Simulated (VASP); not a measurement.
# Be2Al in VASP: reference runs

Reference runs on Be2Al: the cell as given.

Program: VASP 6.6.1. These are calculated values, not measurements. Logs are shortened: lines on timing, memory, paths and dates and some standing lists are left out, and cuts for length are marked.

## (1) Starting point

The cell holds a sheet with vacuum, 3 atoms: a = 2.502 Å, b = 2.502 Å, c = 29.650 Å, α = 90.00°, β = 90.00°, γ = 90.00°.

The cell was built by a generator and needn't be a form met in nature.

## (2) Single point, PBE

File INCAR:

```
SYSTEM = Be2Al
PREC = Accurate
ENCUT = 520
EDIFF = 1E-7
ISMEAR = -1
SIGMA = 0.05
LREAL = .FALSE.
LASPH = .TRUE.
NELM = 60
ALGO = Normal
ISIF = 2
LWAVE = .FALSE.
LCHARG = .TRUE.
LDIPOL = .TRUE.
IDIPOL = 3
DIPOL = 0.5 0.5 0.270
GGA = PE
LELF = .TRUE.
LVHAR = .TRUE.
LVACPOTAV = .TRUE.
NBANDS = 10
```

File KPOINTS:

```
Automatic mesh
0
G
  11 11 1
  0 0 0
```

File POSCAR:

```
Be2Al
1.0
    2.5017600000      0.0000000000      0.0000000000
    0.0000000000      2.5017600000      0.0000000000
    0.0000000000      0.0000000000     29.6498500000
Be Al
2 1
Direct
    1.0000000000      1.0000000000      0.3304700000
    1.0000000000      1.0000000000      0.2091600000
    0.5000000000      0.5000000000      0.2698200000
```

Potentials or basis: VASP PAW PBE potentials, release 64 (Be, Al).

The run is started by

```
> cat potpaw_PBE.64/Be/POTCAR potpaw_PBE.64/Al/POTCAR > POTCAR
> mpirun -np 1 vasp_std > vasp.out
```

OUTCAR:

```text
SYSTEM = Be2Al
   PREC = Accurate
   ENCUT = 520
   EDIFF = 1E-7
   ISMEAR = -1
   LREAL = .FALSE.
   LASPH = .TRUE.
   NELM = 60
   ISIF = 2
   GGA = PE

 ion  position               nearest neighbor table
   1  0.000  0.000  0.330-   3 2.52   3 2.52   3 2.52   3 2.52
   2  0.000  0.000  0.209-   3 2.52   3 2.52   3 2.52   3 2.52
   3  0.500  0.500  0.270-   1 2.52   1 2.52   1 2.52   1 2.52   2 2.52   2 2.52   2 2.52   2 2.52

  LATTYP: Found a simple tetragonal cell.
 ALAT       =     2.5017600000
 C/A-ratio  =    11.8515964761

  Lattice vectors:

 A1 = (   2.5017600000,   0.0000000000,   0.0000000000)
 A2 = (   0.0000000000,   2.5017600000,   0.0000000000)
 A3 = (   0.0000000000,   0.0000000000,  29.6498500000)

Analysis of symmetry for initial positions (statically):
=====================================================================
 Subroutine PRICEL returns:
 Original cell was already a primitive cell.

 Routine SETGRP: Setting up the symmetry group for a
 simple tetragonal supercell.

 Subroutine GETGRP returns: Found  8 space group operations
 (whereof  8 operations were pure point group operations)
 out of a pool of 16 trial point group operations.

The static configuration has the point symmetry C_4v.

Analysis of symmetry for dynamics (positions and initial velocities):
=====================================================================
 Subroutine PRICEL returns:
 Original cell was already a primitive cell.

 Routine SETGRP: Setting up the symmetry group for a
 simple tetragonal supercell.

 Subroutine GETGRP returns: Found  8 space group operations
 (whereof  8 operations were pure point group operations)
 out of a pool of 16 trial point group operations.

The dynamic configuration has the point symmetry C_4v.

 Subroutine INISYM returns: Found  8 space group operations
 (whereof  8 operations are pure point group operations),
 and found     1 'primitive' translations

----------------------------------------------------------------------------------------

                                     Primitive cell

  volume of cell :     185.5726

  direct lattice vectors                    reciprocal lattice vectors
     2.501760000  0.000000000  0.000000000     0.399718598  0.000000000  0.000000000
     0.000000000  2.501760000  0.000000000     0.000000000  0.399718598  0.000000000
     0.000000000  0.000000000 29.649850000     0.000000000  0.000000000  0.033726983

  length of vectors
     2.501760000  2.501760000 29.649850000     0.399718598  0.399718598  0.033726983

  position of ions in fractional coordinates (direct lattice)
     0.000000000  0.000000000  0.330470000
     0.000000000  0.000000000  0.209160000
     0.500000000  0.500000000  0.269820000

  ion indices of the primitive-cell ions
   primitive index   ion index
                 1           1
                 2           2
                 3           3

----------------------------------------------------------------------------------------

 KPOINTS: Automatic mesh

Automatic generation of k-mesh.
 Grid dimensions read from file:
 generate k-points for:   11   11    1

 Generating k-lattice:

  Cartesian coordinates                     Fractional coordinates (reciprocal lattice)
     0.036338054  0.000000000  0.000000000     0.090909091  0.000000000  0.000000000
     0.000000000  0.036338054  0.000000000     0.000000000  0.090909091  0.000000000
     0.000000000  0.000000000  0.033726983     0.000000000  0.000000000  1.000000000

  Length of vectors
     0.036338054  0.036338054  0.033726983

  Shift w.r.t. Gamma in fractional coordinates (k-lattice)
     0.000000000  0.000000000  0.000000000

 Subroutine IBZKPT returns following result:
 ===========================================

 Found     21 irreducible k-points:

 Following reciprocal coordinates:
            Coordinates               Weight
  0.000000  0.000000  0.000000      1.000000
  0.090909  0.000000  0.000000      4.000000
  0.181818  0.000000  0.000000      4.000000
  0.272727  0.000000  0.000000      4.000000
  0.363636  0.000000  0.000000      4.000000
  0.454545  0.000000  0.000000      4.000000
[... 13 lines left out ...]
  0.454545  0.363636  0.000000      8.000000
  0.454545  0.454545  0.000000      4.000000
   k-points           NKPTS =     21   k-points in BZ     NKDIM =     21   number of bands    NBANDS=     10
   number of dos      NEDOS =    301   number of ions     NIONS =      3
   total plane-waves  NPLWV =  89600
   dimension x,y,z NGX =    20 NGY =   20 NGZ =  224
   dimension x,y,z NGXF=    40 NGYF=   40 NGZF=  448
   ions per type =               2   1
   NGX,Y,Z   is equivalent  to a cutoff of  13.29, 13.29, 12.56 a.u.
   NGXF,Y,Z  is equivalent  to a cutoff of  26.58, 26.58, 25.12 a.u.
 SYSTEM =  Be2Al
   PREC   = accura    normal or accurate (medium, high low for compatibility)
   ISTART =      0    job   : 0-new  1-cont  2-samecut
   ICHARG =      2    charge: 1-file 2-atom 10-const
   ISPIN  =      1    spin polarized calculation?
   LNONCOLLINEAR =      F non collinear calculations
   LSORBIT =      F    spin-orbit coupling
   LASPH  =      T    aspherical Exc in radial PAW
   ENCUT  =  520.0 eV  38.22 Ry    6.18 a.u.   4.65  4.65 55.13*2*pi/ulx,y,z
   NELM   =     60;   NELMIN=  2; NELMDL= -5     # of ELM steps
   EDIFF  = 0.1E-06   stopping-criterion for ELM
   LREAL  =      F    real-space projection
   EDIFFG = 0.1E-05   stopping-criterion for IOM
   NSW    =      0    number of steps for IOM
   IBRION =     -1    ionic relax: 0-MD 1-quasi-New 2-CG
   NFREE  =      0    steps in history (QN), initial steepest desc. (CG)
   ISIF   =      2    stress and relaxation
   ISYM   =      2    0-nonsym 1-usesym 2-fastsym
   POTIM  = 0.5000    time-step for ionic-motion
   TEBEG  =    0.0;   TEEND  =   0.0 temperature during run
   PSTRESS=    0.0 pullay stress
   NELECT =       7.0000    total number of electrons
   NUPDOWN=      -1.0000    fix difference up-down
   EMIN   =  10.00;   EMAX   =-10.00  energy-range for DOS
   EFERMI =   0.00;   METHOD = LEGACY
   ISMEAR =    -1;   SIGMA  =   0.05  broadening in eV -4-tet -1-fermi 0-gaus
   EFERMI_NEDOS =   21; number of points for ismear=-14 and -15
   IALGO  =     38    algorithm
   IMIX   =      4    mixing-type and parameters
     AMIX     =   0.40;   BMIX     =  1.00
     AMIX_MAG =   1.60;   BMIX_MAG =  1.00
  volume/ion in A,a.u.               =      61.86       417.44
  Fermi-wavevector in a.u.,A,eV,Ry     =   0.549039  1.037533  4.101387  0.301443
  Thomas-Fermi vector in A             =   1.579994
   LORBIT       =      0    0 simple, 1 ext, 2 COOP (PROOUT), +10 PAW based schemes
   GGA     = PE    functional components
   LHFCALC =     F    Hartree Fock is set to
   AEXX    =    0.0000 exact exchange contribution
   IVDW    =     0    specifies the selected vdW correction
   LEPSILON=     F    determine dielectric tensor
   LRPA    =     F    only Hartree local field effects (RPA)
 non-spin polarized calculation
  energy-cutoff  :      520.00
  volume of cell :      185.57
 maximum number of plane-waves:      5083
 NGX is ok and might be reduce to    20
   NGX =  9   NGY =  9   NGZ =111

 dipolmoment           0.000000      0.000000      0.000004 electrons x Angstroem

 number of electron       7.0000000 magnetization

 dipolmoment           0.000000      0.000000     -0.000003 electrons x Angstroem

 Free energy of the ion-electron system (eV)
  ---------------------------------------------------
  ext. energy  EPLUGINS =         0.00000000
  ---------------------------------------------------
  free energy    TOTEN  =        -8.76997828 eV

  energy without entropy =       -8.75812375  energy(sigma->0) =       -8.76405102

 E-fermi :  -2.2946     XC(G=0):  -2.5437

 val. band max:       -2.3662008858   @ k =   0.4545   0.2727   0.0000
 cond. band min:      -2.2591573547   @ k =   0.4545   0.4545   0.0000
 fundamental gap:      0.1070435310
 Fermi energy:        -2.2945838492

 k-point     1 :       0.0000    0.0000    0.0000
  band No.  band energies     occupation
      1     -13.5652      2.00000
      2      -9.6297      2.00000
      3      -5.9982      2.00000
      4      -3.6897      2.00000
      5       0.8275      0.00000
      6       1.8556      0.00000
      7       2.2329      0.00000
      8       2.6918      0.00000
      9       2.7436      0.00000
     10       3.7160      0.00000

 k-point     2 :       0.0909    0.0000    0.0000
  band No.  band energies     occupation
      1     -13.3801      2.00000
      2      -9.4722      2.00000
      3      -5.8381      2.00000
      4      -3.5080      2.00000
      5       0.9757      0.00000
      6       2.0478      0.00000
      7       2.4250      0.00000
      8       2.8636      0.00000
      9       2.9386      0.00000
     10       3.6887      0.00000

 k-point     3 :       0.1818    0.0000    0.0000
  band No.  band energies     occupation
      1     -12.8270      2.00000
      2      -9.0011      2.00000
      3      -5.3727      2.00000
      4      -2.9674      2.00000
      5       0.5450      0.00000
      6       1.7953      0.00000
      7       2.5816      0.00000
      8       3.0263      0.00000
      9       3.3060      0.00000
     10       3.4724      0.00000
[... 209 lines left out ...]
 k-point    20 :       0.4545    0.3636    0.0000
  band No.  band energies     occupation
      1      -6.3295      2.00000
      2      -4.5719      2.00000
      3      -3.3956      2.00000
      4      -1.7882      0.00008
      5      -0.8048      0.00000
      6       1.5253      0.00000
      7       2.1946      0.00000
      8       2.8416      0.00000
      9       2.9226      0.00000
     10       3.8508      0.00000

 k-point    21 :       0.4545    0.4545    0.0000
  band No.  band energies     occupation
      1      -4.9453      2.00000
      2      -3.9170      2.00000
      3      -2.2592      0.65985
      4      -1.9107      0.00093
      5      -1.5726      0.00000
      6       0.7418      0.00000
      7       2.1740      0.00000
      8       2.6212      0.00000
      9       2.7246      0.00000
     10       3.4535      0.00000

------------------------ aborting loop because EDIFF is reached ----------------------------------------

 vacuum level on the upper side and lower side of the slab       (xc-potential included)        -0.098        -0.098

  FORCE on cell =-STRESS in cart. coord.  units (eV):
  Direction    XX          YY          ZZ          XY          YZ          ZX
  --------------------------------------------------------------------------------------
  -------------------------------------------------------------------------------------
  Total        0.0141757      0.0141757      0.1429273      0.0000000      0.0000000      0.0000000
  in kB        0.1223888      0.1223888      1.2339911      0.0000000      0.0000000      0.0000000
  external PRESSURE =       0.4929229 kB  Pullay stress =       0.0000000 kB

 VOLUME and BASIS-vectors are now :
 -----------------------------------------------------------------------------
  energy-cutoff  :      520.00
  volume of cell :      185.57
      direct lattice vectors                 reciprocal lattice vectors
     2.501760000  0.000000000  0.000000000     0.399718598  0.000000000  0.000000000
     0.000000000  2.501760000  0.000000000     0.000000000  0.399718598  0.000000000
     0.000000000  0.000000000 29.649850000     0.000000000  0.000000000  0.033726983

 POSITION                                       TOTAL-FORCE (eV/Angst)
 -----------------------------------------------------------------------------------
      0.00000      0.00000      9.79839         0.000000      0.000000      0.040634
      0.00000      0.00000      6.20156        -0.000000      0.000000     -0.039824
      1.25088      1.25088      8.00012         0.000000     -0.000000     -0.000810
 -----------------------------------------------------------------------------------
    total drift:                                0.000000      0.000000      0.000016

  FREE ENERGIE OF THE ION-ELECTRON SYSTEM (eV)
  ---------------------------------------------------
  free  energy   TOTEN  =        -8.7699782804 eV

  energy  without entropy=       -8.7581237521  energy(sigma->0) =       -8.76405102

 vacuum level on the upper side and lower side of the slab         2.215         2.216
```

Run time: 32 s. Hardware: 1 thread of Intel Xeon 6975P-C (Granite Rapids), shared host; peak memory 0.29 GiB.

What came out:

```yaml
Free_energy: -8.7700 eV
Largest_force: 0.041 eV/Å
Band_gap_on_the_k_mesh: none (metal or under the smearing width)
Work_function_of_the_upper_face: 4.51 eV
Work_function_of_the_lower_face: 4.51 eV
```

Forces on the atoms (eV/Å):
```
Be   0.000  0.000  0.041
Be   0.000  0.000 -0.040
Al   0.000  0.000 -0.001
```

Levels at points of the mesh, in eV from the Fermi level:
| k point | band 1 | band 2 | band 3 | band 4 | band 5 | band 6 | band 7 | band 8 |
| --- | --- | --- | --- | --- | --- | --- | --- | --- |
| (0.00, 0.00, 0.00) | -11.27 | -7.34 | -3.70 | -1.40 | 3.12 | 4.15 | 4.53 | 4.99 |
